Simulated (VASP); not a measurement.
Output of a VASP run:

**OSZICAR**
```
       N       E                     dE             d eps       ncg     rms          rms(c)
DAV:   1     0.390619722909E+02    0.39062E+02   -0.55152E+03  1984   0.103E+03
DAV:   2    -0.400654324351E+01   -0.43069E+02   -0.40748E+02  1966   0.187E+02
DAV:   3    -0.444047356368E+01   -0.43393E+00   -0.42319E+00  2217   0.188E+01
DAV:   4    -0.444192346516E+01   -0.14499E-02   -0.14497E-02  2147   0.116E+00
DAV:   5    -0.444193222366E+01   -0.87585E-05   -0.87582E-05  2107   0.813E-02    0.131E+01
DAV:   6    -0.407668190417E+01    0.36525E+00   -0.95442E-01  1913   0.889E+00    0.678E+00
DAV:   7    -0.403418954500E+01    0.42492E-01   -0.16328E-01  2015   0.355E+00    0.252E+00
DAV:   8    -0.403024765251E+01    0.39419E-02   -0.51097E-03  2026   0.735E-01    0.496E-01
DAV:   9    -0.403010761532E+01    0.14004E-03   -0.57137E-05  1981   0.827E-02    0.125E-02
DAV:  10    -0.403011238946E+01   -0.47741E-05   -0.21174E-06  2165   0.140E-02    0.166E-03
DAV:  11    -0.403011244878E+01   -0.59325E-07   -0.44592E-08   995   0.220E-03
   1 F= -.40301124E+01 E0= -.40302309E+01  d E =-.403011E+01
       N       E                     dE             d eps       ncg     rms          rms(c)
DAV:   1    -0.408196470622E+01   -0.51852E-01   -0.13176E+00  1906   0.123E+01    0.156E+00
DAV:   2    -0.402848421804E+01    0.53480E-01   -0.16939E-01  1882   0.361E+00    0.691E-01
DAV:   3    -0.402577391174E+01    0.27103E-02   -0.13702E-02  1944   0.962E-01    0.386E-01
DAV:   4    -0.402592806730E+01   -0.15416E-03   -0.48837E-04  2105   0.152E-01    0.437E-02
DAV:   5    -0.402594056745E+01   -0.12500E-04   -0.90670E-06  2447   0.252E-02    0.711E-03
DAV:   6    -0.402594231219E+01   -0.17447E-05   -0.62549E-07  1675   0.585E-03    0.415E-04
DAV:   7    -0.402594232807E+01   -0.15885E-07   -0.11266E-08   950   0.104E-03
   2 F= -.40259423E+01 E0= -.40260686E+01  d E =0.417012E-02
       N       E                     dE             d eps       ncg     rms          rms(c)
DAV:   1    -0.406138961446E+01   -0.35447E-01   -0.72576E-01  1905   0.911E+00    0.125E+00
DAV:   2    -0.403233645298E+01    0.29053E-01   -0.86582E-02  1881   0.262E+00    0.445E-01
DAV:   3    -0.403058107870E+01    0.17554E-02   -0.90768E-03  1955   0.791E-01    0.233E-01
DAV:   4    -0.403068526017E+01   -0.10418E-03   -0.37325E-04  2088   0.151E-01    0.242E-02
DAV:   5    -0.403068112002E+01    0.41402E-05   -0.71012E-06  1943   0.281E-02    0.441E-03
DAV:   6    -0.403068226883E+01   -0.11488E-05   -0.42256E-07  1503   0.501E-03    0.601E-04
DAV:   7    -0.403068227852E+01   -0.96950E-08   -0.17209E-08   966   0.115E-03
   3 F= -.40306823E+01 E0= -.40308031E+01  d E =-.569830E-03
```

### OUTCAR
```
------------------------ aborting loop because EDIFF is reached ----------------------------------------
  FORCE on cell =-STRESS in cart. coord.  units (eV):
  Direction    XX          YY          ZZ          XY          YZ          ZX
  --------------------------------------------------------------------------------------
  Total       -0.0004068     -0.0004068     -0.0004068      0.0000000      0.0000000      0.0000000
  in kB       -0.0429950     -0.0429950     -0.0429950      0.0000000      0.0000000      0.0000000
  external PRESSURE =      -0.0429950 kB  Pullay stress =       0.0000000 kB
  volume of cell :       15.16
      direct lattice vectors                 reciprocal lattice vectors
     0.000000000  1.964275985  1.964275985    -0.254546715  0.254546715  0.254546715
     1.964275985 -0.000000000  1.964275985     0.254546715 -0.254546715  0.254546715
     1.964275985  1.964275985 -0.000000000     0.254546715  0.254546715 -0.254546715
 POSITION                                       TOTAL-FORCE (eV/Angst)
 -----------------------------------------------------------------------------------
      0.00000     -0.00000      0.00000        -0.000000     -0.000000      0.000000
 -----------------------------------------------------------------------------------
    total drift:                               -0.000000     -0.000000     -0.000000
  FREE ENERGIE OF THE ION-ELECTRON SYSTEM (eV)
  ---------------------------------------------------
  free  energy   TOTEN  =        -4.0306822785 eV

  energy  without entropy=       -4.0310446411  energy(sigma->0) =       -4.03080307

 reached required accuracy - stopping structural energy minimisation
```
(Selected blocks of OUTCAR.)

### POSCAR
```
Pt
1
    0.0000000000     1.9600000000     1.9600000000
    1.9600000000     0.0000000000     1.9600000000
    1.9600000000     1.9600000000     0.0000000000
Pt
1
Direct
  0.0000000000   0.0000000000   0.0000000000
```

Q: Reconstruct the remaining input files.

A: One answer among several that fit: the input of the run itself, vdW-DF-cx, plane waves, VASP's PBE PAW potentials (set 64).

### INCAR
```
SYSTEM  =  Pt
LUSE_VDW  =  .TRUE.
PREC  =  Accurate
EDIFFG  =  -0.01
EDIFF  =  1E-6
NELM  =  100
ALGO  =  Normal   ! blocked Davidson
GGA  =  CX
LMAXMIX  =  6
ENCUT  =  520
SIGMA  =  0.1   ! width (eV)
IBRION  =  2
LWAVE  =  .FALSE.
NSW  =  60
LREAL  =  .FALSE.   ! projection in real space or not
ISMEAR  =  1   ! Methfessel-Paxton
LCHARG  =  .FALSE.
ISIF  =  3   ! ions, shape and volume
LASPH  =  .TRUE.   ! aspherical one-centre terms
AGGAC  =  0.0
```

KPOINTS:
```
Automatic mesh
0
Gamma
14 14 14
0 0 0
```

POTCAR, in this order: Pt (PBE.64 set). Program: vasp_std.

The compound is Pt in the fcc structure. This run relaxes it. Symmetry was kept, so distortions that lower it aren't found.
